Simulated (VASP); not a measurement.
Computed with PBE GGA with D4 dispersion, VASP's PBE PAW potentials (set 64) (plane waves; VASP).

A VASP calculation is set up with these files.

**POSCAR**
```
CdTe
1
    0.0000000000     3.2935828501     3.2935828501
    3.2935828501     0.0000000000     3.2935828501
    3.2935828501     3.2935828501     0.0000000000
Cd Te
1 1
Direct
  0.0000000000   0.0000000000   0.0000000000
  0.2500000000   0.2500000000   0.2500000000
```

### KPOINTS
```
Automatic mesh
0
Gamma
7 7 7
0 0 0
```

### INCAR
```
SYSTEM = CdTe
PREC = Accurate; ENCUT = 520; LREAL = F
LASPH = T
EDIFF = 1E-7; NELM = 100; ALGO = Normal
LMAXMIX = 4
ISMEAR = 0; SIGMA = 0.05
GGA = PE; IVDW = 13
ISIF = 2
LWAVE = F; LCHARG = F
```

POTCAR, in this order: Cd Te (PBE.64 set). Program: vasp_std.

What VASP printed:

OSZICAR:
```
       N       E                     dE             d eps       ncg     rms          rms(c)
DAV:   1     0.101740105177E+03    0.10174E+03   -0.82953E+03   520   0.119E+03
DAV:   2    -0.978611984193E+00   -0.10272E+03   -0.99422E+02   595   0.276E+02
DAV:   3    -0.500145916857E+01   -0.40228E+01   -0.40142E+01   595   0.576E+01
DAV:   4    -0.504182280658E+01   -0.40364E-01   -0.40360E-01   750   0.506E+00
DAV:   5    -0.504192817089E+01   -0.10536E-03   -0.10536E-03   595   0.256E-01    0.527E+00
DAV:   6    -0.482199914638E+01    0.21993E+00   -0.46392E-01   575   0.869E+00    0.432E+00
DAV:   7    -0.480711225744E+01    0.14887E-01   -0.11705E-01   590   0.249E+00    0.169E+00
DAV:   8    -0.480793201973E+01   -0.81976E-03   -0.10077E-02   545   0.138E+00    0.486E-01
DAV:   9    -0.480827867317E+01   -0.34665E-03   -0.98661E-04   605   0.358E-01    0.106E-01
DAV:  10    -0.480834716176E+01   -0.68489E-04   -0.12392E-04   570   0.116E-01    0.522E-02
DAV:  11    -0.480839242076E+01   -0.45259E-04   -0.87372E-05   533   0.650E-02    0.350E-02
DAV:  12    -0.480839124230E+01    0.11785E-05   -0.34299E-06   639   0.165E-02    0.201E-02
DAV:  13    -0.480839107902E+01    0.16329E-06   -0.63046E-07   560   0.430E-03    0.124E-02
DAV:  14    -0.480839108800E+01   -0.89785E-08   -0.10217E-06   535   0.690E-03    0.560E-03
DAV:  15    -0.480839112684E+01   -0.38840E-07   -0.58872E-08   425   0.240E-03
   1 F= -.54812307E+01 E0= -.54812307E+01  d E =-.129916E-10
```

OUTCAR:
```
------------------------ aborting loop because EDIFF is reached ----------------------------------------
  Edisp (eV):   -0.67284
  FORCE on cell =-STRESS in cart. coord.  units (eV):
  Direction    XX          YY          ZZ          XY          YZ          ZX
  --------------------------------------------------------------------------------------
  Total      -0.49737    -0.49737    -0.49737    -0.00000    -0.00000     0.00000
  in kB     -11.15201   -11.15201   -11.15201    -0.00000    -0.00000     0.00000
  external pressure =      -11.15 kB  Pullay stress =        0.00 kB
  volume of cell :       71.46
      direct lattice vectors                 reciprocal lattice vectors
     0.000000000  3.293582850  3.293582850    -0.151810361  0.151810361  0.151810361
     3.293582850  0.000000000  3.293582850     0.151810361 -0.151810361  0.151810361
     3.293582850  3.293582850  0.000000000     0.151810361  0.151810361 -0.151810361
  FREE ENERGIE OF THE ION-ELECTRON SYSTEM (eV)
  ---------------------------------------------------
  free  energy   TOTEN  =        -5.4812306846 eV

  energy  without entropy=       -5.4812306846  energy(sigma->0) =       -5.48123068
```
(Selected blocks of OUTCAR.)

OUTCAR:
```
 val. band max:        1.9178795791   @ k =   0.0000   0.0000   0.0000

 cond. band min:       2.5416920989   @ k =   0.0000   0.0000   0.0000


 Fermi energy:         2.1225713935

 k-point     1 :       0.0000    0.0000    0.0000
  band No.  band energies     occupation
      1      -8.9882      2.00000
      2      -6.2139      2.00000
      3      -6.2139      2.00000
      4      -6.2139      2.00000
      5      -5.9880      2.00000
      6      -5.9880      2.00000
      7       1.9179      2.00000
      8       1.9179      2.00000
      9       1.9179      2.00000
     10       2.5417      0.00000
     11       6.5491      0.00000
     12       6.5491      0.00000
     13       6.5491      0.00000

 k-point     2 :       0.1429    0.0000    0.0000
  band No.  band energies     occupation
      1      -8.9214      2.00000
      2      -6.2017      2.00000
      3      -6.2017      2.00000
      4      -6.1569      2.00000
      5      -5.9888      2.00000
      6      -5.9888      2.00000
      7       0.5172      2.00000
      8       1.7605      2.00000
      9       1.7605      2.00000
     10       3.5427      0.00000
     11       6.5441      0.00000
     12       6.7969      0.00000
     13       6.7969      0.00000

 k-point     3 :       0.2857    0.0000    0.0000
  band No.  band energies     occupation
      1      -8.7714      2.00000
      2      -6.1770      2.00000
      3      -6.1770      2.00000
      4      -5.9872      2.00000
      5      -5.9872      2.00000
      6      -5.9709      2.00000
      7      -1.0434      2.00000
      8       1.4542      2.00000
      9       1.4542      2.00000
     10       3.8178      0.00000
     11       7.1185      0.00000
     12       7.1185      0.00000
     13       7.5466      0.00000

 k-point     4 :       0.4286    0.0000    0.0000
  band No.  band energies     occupation
      1      -8.6532      2.00000
      2      -6.1610      2.00000
      3      -6.1610      2.00000
...
```

Unless said otherwise, spin-orbit coupling is left out, though it shifts the bands of the heavy elements here.

The compound is CdTe in the zinc blende structure. This cell is one point of a volume scan, at 1.03 of the reference volume.
